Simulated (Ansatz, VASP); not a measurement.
# ZnS (Wurtzite-2H) in two plane-wave programs, part 2 of 3

One calculation is typed for both programs; each brings its own data sets. How far apart do they land? The cell is taken from a series of runs on this material, whose earlier steps may have relaxed, scaled, displaced or heated it; both programs get it as it stands.

VASP 6.6.1 and Ansatz 0.2.0.

So far: The starting structure; VASP: zone-centre phonons, LDA.

### 2. VASP: zone-centre phonons, LDA (continued)

Level of this step: LDA; plane waves and PAW (S, Zn) (VASP).

OUTCAR, selected parts (step 2):

```text
ion  position               nearest neighbor table
   1  0.333  0.667  0.376-   4 2.27   4 2.27   4 2.27   3 2.28
   2  0.667  0.333  0.876-   3 2.27   3 2.27   3 2.27   4 2.28
   3  0.333  0.667  0.009-   2 2.27   2 2.27   2 2.27   1 2.28
   4  0.667  0.333  0.509-   1 2.27   1 2.27   1 2.27   2 2.28

  LATTYP: Found a hexagonal cell.
 ALAT       =     3.6633947510
 C/A-ratio  =     1.6981714139

 Subroutine GETGRP returns: Found 12 space group operations
 (whereof  6 operations were pure point group operations)

The static configuration has the point symmetry C_3v.
 The point group associated with its full space group is C_6v.

 Found     95 irreducible k-points:

   k-points           NKPTS =     95   k-points in BZ     NKDIM =     95   number of bands    NBANDS=     24

   dimension x,y,z NGX =    28 NGY =   28 NGZ =   48
   dimension x,y,z NGXF=    56 NGYF=   56 NGZF=   96

   ENCUT  =  500.0 eV  36.75 Ry    6.06 a.u.   6.68  6.68 11.34*2*pi/ulx,y,z

   NELECT =      36.0000    total number of electrons

 k-points in reciprocal lattice and weights: Automatic mesh
   0.00000000  0.00000000  0.00000000       0.001
   0.08333333 -0.00000000  0.00000000       0.005
   0.16666667 -0.00000000  0.00000000       0.005
   0.25000000 -0.00000000  0.00000000       0.005
   0.33333333 -0.00000000  0.00000000       0.005
   0.41666667 -0.00000000  0.00000000       0.005
   0.50000000 -0.00000000  0.00000000       0.003
   0.08333333  0.08333333  0.00000000       0.005
   0.16666667  0.08333333  0.00000000       0.010
[...]
-1.831697375  3.172592918  0.000000000     0.000000000  0.315199594  0.000000000
     0.000000000  0.000000000  6.221072244     0.000000000  0.000000000  0.160743994

 POSITION                                       TOTAL-FORCE (eV/Angst)
 -----------------------------------------------------------------------------------
     -0.00000      2.11506      2.33984         0.000000     -0.000000     -0.001358
      1.83170      1.05753      5.45037        -0.000000      0.000000     -0.001358
     -0.00000      2.11506      0.05528         0.000000     -0.000000      0.001358
      1.83170      1.05753      3.16581         0.000000      0.000000      0.001358
 -----------------------------------------------------------------------------------
    total drift:                               -0.000000     -0.000001     -0.002347

 MACROSCOPIC STATIC DIELECTRIC TENSOR (including local field effects in DFT)
 ------------------------------------------------------
           5.984065     0.000000     0.000000
           0.000000     5.984065     0.000000
           0.000000     0.000000     6.287435
 ------------------------------------------------------

 PIEZOELECTRIC TENSOR (including local field effects)  for field in x, y, z        (C/m^2)
          XX          YY          ZZ          XY          YZ          ZX
  --------------------------------------------------------------------------------
  x     0.00000     0.00000     0.00000    -0.00000     0.00000     0.40272
  y     0.00000    -0.00000     0.00000     0.00000     0.40272     0.00000
  z     0.34336     0.34336    -0.72686     0.00000     0.00000     0.00000

 BORN EFFECTIVE CHARGES (including local field effects) (in |e|, cummulative output)
 ---------------------------------------------------------------------------------
 ion    1
    1    -1.78493     0.00000     0.00000
    2     0.00000    -1.78493     0.00000
    3     0.00000     0.00000    -1.95406
 ion    2
    1    -1.78493     0.00000     0.00000
    2    -0.00000    -1.78493     0.00000
    3     0.00000     0.00000    -1.95406
 ion    3
    1     1.78493     0.00000     0.00000
    2     0.00000     1.78493     0.00000
    3     0.00000     0.00000     1.95406
 ion    4
    1     1.78493     0.00000     0.00000
    2     0.00000     1.78493     0.00000
    3     0.00000    -0.00000     1.95406

 Eigenvectors and eigenvalues of the dynamical matrix
 ----------------------------------------------------

   1 f  =   10.724502 THz    67.384034 2PiTHz  357.730886 cm-1    44.352957 meV
             X         Y         Z           dx          dy          dz
     -0.000000  2.115062  2.339837     0.000000    0.000000    0.696428
      1.831697  1.057531  5.450373    -0.000000   -0.000000   -0.696428
     -0.000000  2.115062  0.055275    -0.000000   -0.000000   -0.122428
      1.831697  1.057531  3.165812    -0.000000   -0.000000    0.122428

   2 f  =    9.395426 THz    59.033203 2PiTHz  313.397681 cm-1    38.856343 meV
             X         Y         Z           dx          dy          dz
     -0.000000  2.115062  2.339837    -0.000003    0.605134   -0.000000
      1.831697  1.057531  5.450373     0.000003   -0.605134    0.000000
     -0.000000  2.115062  0.055275    -0.000002    0.365805    0.000000
      1.831697  1.057531  3.165812     0.000002   -0.365805    0.000000

   3 f  =    9.395426 THz    59.033203 2PiTHz  313.397681 cm-1    38.856343 meV
             X         Y         Z           dx          dy          dz
     -0.000000  2.115062  2.339837    -0.605134   -0.000003   -0.000000
      1.831697  1.057531  5.450373     0.605134    0.000003   -0.000000
     -0.000000  2.115062  0.055275    -0.365805   -0.000002    0.000000
      1.831697  1.057531  3.165812     0.365805    0.000002    0.000000

   4 f  =    9.251407 THz    58.128304 2PiTHz  308.593716 cm-1    38.260727 meV
             X         Y         Z           dx          dy          dz
     -0.000000  2.115062  2.339837    -0.000002    0.578781   -0.000000
      1.831697  1.057531  5.450373    -0.000002    0.578781   -0.000000
     -0.000000  2.115062  0.055275     0.000001   -0.406217    0.000000
      1.831697  1.057531  3.165812     0.000001   -0.406217    0.000000

   5 f  =    9.251407 THz    58.128304 2PiTHz  308.593716 cm-1    38.260727 meV
             X         Y         Z           dx          dy          dz
     -0.000000  2.115062  2.339837     0.578781    0.000002    0.000000
      1.831697  1.057531  5.450373     0.578781    0.000002    0.000000
     -0.000000  2.115062  0.055275    -0.406217   -0.000001   -0.000000
      1.831697  1.057531  3.165812    -0.406217   -0.000001   -0.000000

   6 f  =    9.130856 THz    57.370860 2PiTHz  304.572570 cm-1    37.762169 meV
             X         Y         Z           dx          dy          dz
     -0.000000  2.115062  2.339837    -0.000000    0.000000    0.579826
      1.831697  1.057531  5.450373    -0.000000    0.000000    0.579826
     -0.000000  2.115062  0.055275     0.000000   -0.000000   -0.404724
      1.831697  1.057531  3.165812     0.000000   -0.000000   -0.404724

   7 f  =    6.262886 THz    39.350874 2PiTHz  208.907393 cm-1    25.901204 meV
             X         Y         Z           dx          dy          dz
     -0.000000  2.115062  2.339837     0.000000    0.000000    0.122428
      1.831697  1.057531  5.450373    -0.000000    0.000000   -0.122428
     -0.000000  2.115062  0.055275    -0.000000   -0.000000    0.696428
      1.831697  1.057531  3.165812     0.000000    0.000000   -0.696428

   8 f  =    2.118513 THz    13.311011 2PiTHz   70.665992 cm-1     8.761462 meV
             X         Y         Z           dx          dy          dz
     -0.000000  2.115062  2.339837    -0.000004   -0.365805   -0.000000
      1.831697  1.057531  5.450373     0.000004    0.365805   -0.000000
     -0.000000  2.115062  0.055275     0.000006    0.605134   -0.000000
      1.831697  1.057531  3.165812    -0.000006   -0.605134   -0.000000

   9 f  =    2.118513 THz    13.311011 2PiTHz   70.665992 cm-1     8.761462 meV
             X         Y         Z           dx          dy          dz
     -0.000000  2.115062  2.339837     0.365805   -0.000004    0.000000
      1.831697  1.057531  5.450373    -0.365805    0.000004    0.000000
     -0.000000  2.115062  0.055275    -0.605134    0.000006    0.000000
      1.831697  1.057531  3.165812     0.605134   -0.000006    0.000000

  10 f/i=    0.009780 THz     0.061452 2PiTHz    0.326237 cm-1     0.040448 meV
             X         Y         Z           dx          dy          dz
     -0.000000  2.115062  2.339837    -0.195397   -0.356135   -0.000000
      1.831697  1.057531  5.450373    -0.195397   -0.356135   -0.000000
     -0.000000  2.115062  0.055275    -0.278403   -0.507424   -0.000000
      1.831697  1.057531  3.165812    -0.278403   -0.507424   -0.000000

  11 f/i=    0.009780 THz     0.061452 2PiTHz    0.326237 cm-1     0.040448 meV
             X         Y         Z           dx          dy          dz
     -0.000000  2.115062  2.339837     0.356135   -0.195397   -0.000000
      1.831697  1.057531  5.450373     0.356135   -0.195397   -0.000000
     -0.000000  2.115062  0.055275     0.507424   -0.278403   -0.000000
      1.831697  1.057531  3.165812     0.507424   -0.278403   -0.000000

  12 f/i=    0.013883 THz     0.087230 2PiTHz    0.463092 cm-1     0.057416 meV
             X         Y         Z           dx          dy          dz
     -0.000000  2.115062  2.339837    -0.000000   -0.000000    0.404724
      1.831697  1.057531  5.450373    -0.000000   -0.000000    0.404724
     -0.000000  2.115062  0.055275    -0.000000   -0.000000    0.579826
      1.831697  1.057531  3.165812    -0.000000   -0.000000    0.579826

 MACROSCOPIC STATIC DIELECTRIC TENSOR IONIC CONTRIBUTION
 ------------------------------------------------------
           2.114848     0.000000    -0.000000
           0.000000     2.114848     0.000000
          -0.000000     0.000000     2.606864
 ------------------------------------------------------

 ELASTIC MODULI CONTR FROM IONIC RELAXATION (kBar)
 Direction    XX          YY          ZZ          XY          YZ          ZX
 --------------------------------------------------------------------------------
 XX        -479.9874    147.9858    240.6219      0.0000      0.0000     -0.0000
 YY         147.9858   -479.9874    240.6219     -0.0000      0.0000      0.0000
 ZZ         240.6219    240.6219   -348.7867      0.0000      0.0000     -0.0000
 XY           0.0000     -0.0000      0.0000   -313.9866     -0.0000      0.0000
 YZ          -0.0000     -0.0000      0.0000     -0.0000   -134.8273     -0.0000
 ZX          -0.0000      0.0000     -0.0000     -0.0000     -0.0000   -153.0447
 --------------------------------------------------------------------------------

 PIEZOELECTRIC TENSOR IONIC CONTR  for field in x, y, z        (C/m^2)
          XX          YY          ZZ          XY          YZ          ZX
  --------------------------------------------------------------------------------
  x    -0.00000     0.00000    -0.00000    -0.00000    -0.00000    -0.53533
  y    -0.00000     0.00000     0.00000    -0.00000    -0.50246    -0.00000
  z    -0.61899    -0.61899     0.89725    -0.00000    -0.00000     0.00000
```

The dielectric response converges more slowly with the mesh than energies do, so tensor and charges may still move on a finer one.

[end of part 2 of 3]

[Lines on the potential files, build, host, timing and source positions are cut from VASP's logs without a mark.]

[Logs are printed without paths, hosts, clocks, repeated set-up lines and the standing remarks that a program may print on its own settings, such as how far it seeks lower states.]

[Hosts, paths, dates, database ids (printed as entryN), source tags and the programs' standing remarks are cut or masked in the printed files.]
